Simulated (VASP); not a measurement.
Consider the following.

```yaml
crystal:
  lattice:
    - [4.03497, 0.00000, 0.14496]
    - [0.00000, 5.58522, 0.00000]
    - [-0.94962, 0.00000, 5.44596]
  atoms:
    - { symbol: Ag, position: [0.06515, 0.07132, 0.96169] }
    - { symbol: Ag, position: [0.93485, 0.57132, 0.03831] }
    - { symbol: Ag, position: [0.99106, 0.44459, 0.54496] }
    - { symbol: Ag, position: [0.00894, 0.94459, 0.45504] }
    - { symbol: S, position: [0.33501, 0.73410, 0.78199] }
    - { symbol: S, position: [0.66499, 0.23410, 0.21801] }
```

The numbers are results of PBEsol GGA, VASP's PBE PAW potentials (set 64) (plane waves; VASP), not measurements. Settings: 400 eV cut-off, Gaussian smearing of 0.050 eV, potentials Ag S.

### Question
Give the energies of bands 18 to 31 at the high-symmetry points, in eV from the Fermi level.

### Answer

```json
[
 {"band": "18", "Γ": "-3.68", "Z": "-3.75", "D": "-3.76", "B": "-3.59", "A": "-3.45", "E": "-3.57", "C2": "-3.55", "Y2": "-3.46"},
 {"band": "19", "Γ": "-3.44", "Z": "-3.53", "D": "-3.49", "B": "-3.49", "A": "-3.39", "E": "-3.34", "C2": "-3.33", "Y2": "-3.39"},
 {"band": "20", "Γ": "-3.39", "Z": "-3.53", "D": "-3.49", "B": "-3.44", "A": "-3.36", "E": "-3.34", "C2": "-3.33", "Y2": "-3.32"},
 {"band": "21", "Γ": "-3.33", "Z": "-3.40", "D": "-3.21", "B": "-3.34", "A": "-3.20", "E": "-3.25", "C2": "-3.23", "Y2": "-3.30"},
 {"band": "22", "Γ": "-2.97", "Z": "-3.40", "D": "-3.21", "B": "-3.28", "A": "-3.05", "E": "-3.25", "C2": "-3.23", "Y2": "-3.21"},
 {"band": "23", "Γ": "-2.53", "Z": "-2.78", "D": "-2.90", "B": "-2.97", "A": "-3.02", "E": "-2.54", "C2": "-3.05", "Y2": "-2.97"},
 {"band": "24", "Γ": "-2.21", "Z": "-2.78", "D": "-2.90", "B": "-2.85", "A": "-2.79", "E": "-2.54", "C2": "-3.05", "Y2": "-2.95"},
 {"band": "25", "Γ": "-1.44", "Z": "-1.42", "D": "-1.36", "B": "-2.21", "A": "-1.66", "E": "-2.24", "C2": "-1.65", "Y2": "-2.60"},
 {"band": "26", "Γ": "-1.42", "Z": "-1.42", "D": "-1.36", "B": "-1.45", "A": "-1.42", "E": "-2.24", "C2": "-1.65", "Y2": "-1.94"},
 {"band": "27", "Γ": "-0.61", "Z": "-0.84", "D": "-0.66", "B": "-0.51", "A": "-1.25", "E": "-1.92", "C2": "-0.94", "Y2": "-0.24"},
 {"band": "28", "Γ": "-0.57", "Z": "-0.84", "D": "-0.66", "B": "-0.32", "A": "-0.96", "E": "-1.92", "C2": "-0.94", "Y2": "-0.15"},
 {"band": "29", "Γ": "0.00", "Z": "2.47", "D": "1.79", "B": "2.12", "A": "1.30", "E": "2.42", "C2": "1.52", "Y2": "1.27"},
 {"band": "30", "Γ": "1.32", "Z": "2.47", "D": "1.79", "B": "2.97", "A": "1.37", "E": "2.42", "C2": "1.52", "Y2": "2.89"},
 {"band": "31", "Γ": "2.85", "Z": "3.86", "D": "3.66", "B": "3.43", "A": "2.84", "E": "4.37", "C2": "3.47", "Y2": "3.70"}
]
```

It has no gap at this level: it comes out as a metal or semimetal.

The structure comes from a computed database's Ag2S entry (P2_1); how it stands against other phases isn't given here. It was relaxed first, which changed the volume by -9 %.
